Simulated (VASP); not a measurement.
VASP input:

**POSCAR**
```
Au
1
    0.0000000000     2.0400000000     2.0400000000
    2.0400000000     0.0000000000     2.0400000000
    2.0400000000     2.0400000000     0.0000000000
Au
1
Direct
  0.0000000000   0.0000000000   0.0000000000
```

### INCAR
```
SYSTEM = Au
PREC = Accurate
ENCUT = 400
EDIFF = 1E-6
NELM = 100
ALGO = Normal
LREAL = .FALSE.
LASPH = .TRUE.
ISMEAR = 1
SIGMA = 0.1
GGA = PE
LMAXMIX = 6
LWAVE = .FALSE.
LCHARG = .FALSE.
ISIF = 2
```

**KPOINTS**
```
k-points along high-symmetry lines
6
Line-mode
Reciprocal
  0.000000   0.000000   0.000000 ! GAMMA
  0.500000   0.000000   0.500000 ! X

  0.500000   0.000000   0.500000 ! X
  0.625000   0.250000   0.625000 ! U

  0.375000   0.375000   0.750000 ! K
  0.000000   0.000000   0.000000 ! GAMMA

  0.000000   0.000000   0.000000 ! GAMMA
  0.500000   0.500000   0.500000 ! L

  0.500000   0.500000   0.500000 ! L
  0.500000   0.250000   0.750000 ! W

  0.500000   0.250000   0.750000 ! W
  0.500000   0.000000   0.500000 ! X
```

POTCAR, in this order: Au (PBE.64 set). Program: vasp_std.

### Question
What happens when VASP runs on this input?

### Answer
There is a fault: a line-mode KPOINTS file was used for a self-consistent run. The run ends without an error. Against the sound run, the energy per atom (σ→0) drops by 0.018 eV/atom; the pressure goes up by 7.09 GPa.

**standard output**
```
 POSCAR found type information on POSCAR Au
 POSCAR found :  1 types and       1 ions
 Reading from existing POTCAR
 Reading from existing POTCAR
 LDA part: xc-table for (Slater+PW92), standard interpolation
 POSCAR, INCAR and KPOINTS ok, starting setup
 WAVECAR not read
 entering main loop
       N       E                     dE             d eps       ncg     rms          rms(c)
DAV:   1     0.365833362650E+02    0.36583E+02   -0.50563E+03   744   0.862E+02
DAV:   2    -0.300963819361E+01   -0.39593E+02   -0.35781E+02   676   0.175E+02
DAV:   3    -0.333214245551E+01   -0.32250E+00   -0.32159E+00   749   0.161E+01
DAV:   4    -0.333294096512E+01   -0.79851E-03   -0.79850E-03   704   0.807E-01
DAV:   5    -0.333294537972E+01   -0.44146E-05   -0.44158E-05   751   0.609E-02    0.112E+01
DAV:   6    -0.321837163091E+01    0.11457E+00   -0.32232E-01   653   0.548E+00    0.695E+00
DAV:   7    -0.320544758435E+01    0.12924E-01   -0.67414E-02   653   0.249E+00    0.212E+00
DAV:   8    -0.320407746889E+01    0.13701E-02   -0.40852E-03   669   0.637E-01    0.128E-01
DAV:   9    -0.320407744651E+01    0.22387E-07   -0.79382E-06   711   0.324E-02
   1 F= -.32040774E+01 E0= -.32033864E+01  d E =-.207312E-02
```

OUTCAR:
```
------------------------ aborting loop because EDIFF is reached ----------------------------------------
  FORCE on cell =-STRESS in cart. coord.  units (eV):
  Direction    XX          YY          ZZ          XY          YZ          ZX
  --------------------------------------------------------------------------------------
  Total        1.7136223      1.7136223      1.7136223      0.0000000     -0.0000000      0.0000000
  in kB      161.6982056    161.6982056    161.6982056      0.0000000     -0.0000000      0.0000000
  external PRESSURE =     161.6982056 kB  Pullay stress =       0.0000000 kB
  volume of cell :       16.98
      direct lattice vectors                 reciprocal lattice vectors
     0.000000000  2.040000000  2.040000000    -0.245098039  0.245098039  0.245098039
     2.040000000  0.000000000  2.040000000     0.245098039 -0.245098039  0.245098039
     2.040000000  2.040000000  0.000000000     0.245098039  0.245098039 -0.245098039
 POSITION                                       TOTAL-FORCE (eV/Angst)
 -----------------------------------------------------------------------------------
      0.00000      0.00000      0.00000         0.000000      0.000000      0.000000
 -----------------------------------------------------------------------------------
    total drift:                                0.000000      0.000000      0.000000
  FREE ENERGIE OF THE ION-ELECTRON SYSTEM (eV)
  ---------------------------------------------------
  free  energy   TOTEN  =        -3.2040774465 eV

  energy  without entropy=       -3.2020043258  energy(sigma->0) =       -3.20338641
```
(Selected blocks of OUTCAR.)

To mend it, correct KPOINTS.
### KPOINTS
```
Automatic mesh
0
Gamma
12 12 12
0 0 0
```
The mended run (PBE GGA, plane waves, VASP's PBE PAW potentials (set 64)) converges, and its OSZICAR ends with
```
   1 F= -.31850224E+01 E0= -.31851025E+01  d E =0.240212E-03
```

The compound is Au in the fcc structure. The cell was not relaxed at this level.
